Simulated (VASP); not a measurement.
```xyz
1
Lattice="0.0000 2.7390 2.7390 2.7390 0.0000 2.7390 2.7390 2.7390 0.0000" Properties=species:S:1:pos:R:3 pbc="T T T"
Eu     0.0000     0.0000     0.0000
```

All values below come from PBEsol GGA, VASP's PBE PAW potentials (set 64) (plane waves; VASP 6.6.1). Run with 400 eV cut-off, Gaussian smearing of 0.050 eV, potentials Eu_2.

The 4f electrons are frozen in the core of the lanthanide potential, so 4f levels, which can set the real gap, and their magnetism are missing.

Predict the band gap (along the path) with the smallest direct gap where there is one.

```yaml
band gap (along the path): none (metal, semimetal or under 0.01 eV)
```

The structure was generated: Eu was put into the fcc type (Fm-3m), which need not be its known phase. It was relaxed first, which changed the volume by -16 %.
